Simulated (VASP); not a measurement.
# W16N in VASP: notebook, part 2 of 2

VASP 6.6.1.

## (4) Single point, rev-vdW-DF2

The input, INCAR:

```
SYSTEM = W16N
PREC     = Accurate       ! precision mode
ENCUT    = 400            ! plane-wave cutoff, eV
EDIFF    = 1E-6           ! SCF threshold, eV
ISMEAR   = 1              ! smearing method
SIGMA    = 0.1            ! smearing width, eV
LREAL    = Auto         
LASPH    = .TRUE.         ! aspherical terms in the spheres
NELM     = 80             ! most SCF steps
ALGO     = Fast           ! electronic algorithm
ISIF     = 2              ! what is computed and relaxed
LWAVE    = .FALSE.        ! write WAVECAR
LCHARG   = .FALSE.        ! write CHGCAR
GGA      = MK             ! functional
LUSE_VDW = .TRUE.       
AGGAC    = 0.0          
PARAM1   = 0.1234       
PARAM2   = 0.711357     
ZAB_VDW  = -1.8867      
ISYM     = 0
```

The input, KPOINTS:

```
Automatic mesh
0
G
  5 6 1
  0 0 0
```

The input, POSCAR:

```
W16N
1.0
    6.3200000000      0.0000000000      0.0000000000
    3.1600000000      4.4689148571      0.0000000000
    0.0000000000      0.0000000000     23.2033722856
W N
16 1
Direct
    0.7500000000      0.5000000000      0.1077000000
    0.2500000000      0.5000000000      0.1077000000
    0.7500000000      0.0000000000      0.1077000000
    0.2500000000      0.0000000000      0.1077000000
    0.0000000000      0.0000000000      0.2040000000
    0.5000000000      0.0000000000      0.2040000000
    0.0000000000      0.5000000000      0.2040000000
    0.5000000000      0.5000000000      0.2040000000
    0.7503000000      0.4994000000      0.3004000000
    0.2490000000      0.5022000000      0.2989000000
    0.7502000000      0.0007000000      0.3017000000
    0.2495000000      0.9999000000      0.3018000000
    0.0024000000      0.9939000000      0.3961000000
    0.4936000000      0.0136000000      0.3934000000
    0.0023000000      0.4989000000      0.3970000000
    0.4978000000      0.5013000000      0.3972000000
    0.7878000000      0.4249000000      0.4445000000
```

Potentials or basis: VASP PAW PBE potentials, release 64 (W_sv, N).

The run is started by

```bash
$ cat potpaw_PBE.64/W_sv/POTCAR potpaw_PBE.64/N/POTCAR > POTCAR
$ mpirun -np 4 vasp_std > vasp.out
```

OUTCAR:

```text
SYSTEM = W16N
   PREC = Accurate
   ENCUT = 400
   EDIFF = 1E-6
   ISMEAR = 1
   LREAL = Auto
   LASPH = .TRUE.
   NELM = 80
   ISIF = 2
   GGA = MK
   ISYM = 0

 ion  position               nearest neighbor table
   1  0.750  0.500  0.108-   3 2.74   3 2.74   4 2.74   4 2.74   8 2.74   7 2.74   2 3.16   2 3.16
                             6 3.16   5 3.16
   2  0.250  0.500  0.108-   4 2.74   3 2.74   4 2.74   3 2.74   8 2.74   7 2.74   1 3.16   1 3.16
                             5 3.16   6 3.16
   3  0.750  0.000  0.108-   1 2.74   1 2.74   2 2.74   2 2.74   6 2.74   5 2.74   4 3.16   4 3.16
                             8 3.16   7 3.16
[... 2301 lines left out ...]
  external PRESSURE =     -23.9560870 kB  Pullay stress =       0.0000000 kB

 VOLUME and BASIS-vectors are now :
 -----------------------------------------------------------------------------
  energy-cutoff  :      400.00
  volume of cell :      655.35
      direct lattice vectors                 reciprocal lattice vectors
     6.320000000  0.000000000  0.000000000     0.158227848 -0.111883984  0.000000000
     3.160000000  4.468914857  0.000000000     0.000000000  0.223767969  0.000000000
     0.000000000  0.000000000 23.203372286     0.000000000  0.000000000  0.043097184

 POSITION                                       TOTAL-FORCE (eV/Angst)
 -----------------------------------------------------------------------------------
      6.32000      2.23446      2.49900        -0.014742     -0.001065      0.367519
      3.16000      2.23446      2.49900         0.002726     -0.012381      0.518321
      4.74000      0.00000      2.49900         0.029308      0.021585      0.496793
      1.58000      0.00000      2.49900        -0.038416      0.012184      0.554552
      0.00000      0.00000      4.73349         0.005523      0.131534     -0.657999
      3.16000      0.00000      4.73349         0.012942     -0.136214     -0.677650
[... 9 lines left out ...]
      4.73020      2.24027      9.21638        -0.120407      0.037107     -0.030542
      6.32158      1.89884     10.31390        -0.009224     -0.016722      0.161607
 -----------------------------------------------------------------------------------
    total drift:                                0.002136     -0.000301     -0.011525

  FREE ENERGIE OF THE ION-ELECTRON SYSTEM (eV)
  ---------------------------------------------------
  free  energy   TOTEN  =      -161.8107710885 eV

  energy  without entropy=     -161.8031112504  energy(sigma->0) =     -161.80821781

Total vdW correction in eV:     27.9747563
```

OSZICAR:

```text
N       E                     dE             d eps       ncg     rms          rms(c)
DAV:   1     0.277569354016E+04    0.27757E+04   -0.12825E+05  5536   0.135E+03
DAV:   2    -0.324948166698E+02   -0.28082E+04   -0.27420E+04  5012   0.475E+02
DAV:   3    -0.168806462509E+03   -0.13631E+03   -0.13122E+03  5448   0.107E+02
[... 20 lines left out ...]
RMM:  24    -0.161810739645E+03   -0.14451E-04   -0.24859E-06  3590   0.218E-03    0.132E-03
RMM:  25    -0.161810759599E+03   -0.19954E-04   -0.13650E-06  3335   0.176E-03    0.792E-04
RMM:  26    -0.161810769524E+03   -0.99246E-05   -0.74862E-07  2509   0.110E-03    0.756E-04
RMM:  27    -0.161810774555E+03   -0.50315E-05   -0.12224E-06  2450   0.110E-03    0.468E-04
RMM:  28    -0.161810770448E+03    0.41071E-05   -0.95202E-07  2470   0.122E-03    0.227E-04
RMM:  29    -0.161810771088E+03   -0.64023E-06   -0.22017E-07  2085   0.940E-04
   1 F= -.16181077E+03 E0= -.16180822E+03  d E =-.765984E-02
```

It took 10 min on 4 MPI ranks of AMD EPYC 9R45 (Zen 5), shared host; peak memory 0.65 GiB.

What came out:

```yaml
Free_energy: -161.8108 eV
Largest_force: 0.691 eV/Å
Band_gap_on_the_k_mesh: none (metal or under the smearing width)
```

Forces on the atoms (eV/Å):
```
W   -0.015 -0.001  0.368
W    0.003 -0.012  0.518
W    0.029  0.022  0.497
W   -0.038  0.012  0.555
W    0.006  0.132 -0.658
W    0.013 -0.136 -0.678
W    0.114  0.009 -0.446
W   -0.105 -0.029 -0.489
W    0.003  0.002  0.054
W    0.002  0.000  0.041
W    0.004 -0.005  0.073
W   -0.014 -0.004  0.053
W   -0.007 -0.087 -0.002
W    0.005  0.039  0.016
W    0.129  0.038 -0.033
W   -0.120  0.037 -0.031
N   -0.009 -0.017  0.162
```

Caveat: the cutoff is under 1.25 times the usual one of these potentials, so pressure, stress and relaxed cells hold a basis-set (Pulay) error; the PAW data sets were made with another functional, which shifts forces and pressure a little.

## (5) Overview

```tsv
level	gap on the mesh (eV)	largest force (eV/Å)
PBE+D3(BJ)	none	0.63
optB86b-vdW	none	0.69
rev-vdW-DF2	none	0.69
```

Alike in all rows: task single point; potentials or basis VASP PAW PBE potentials, release 64 (W_sv, N); no spin polarisation; cell as given; k mesh 5 × 6 × 1; cutoff (eV) 400; smearing methfessel-paxton 0.1 eV.

Every run on the cell as given and a fine mesh finds a metal.

Caveats: the cutoff is under 1.25 times the usual one of these potentials, so pressure, stress and relaxed cells hold a basis-set (Pulay) error; the PAW data sets were made with another functional, which shifts forces and pressure a little (some runs).

Absolute energies hang on the potentials; compare differences alone.
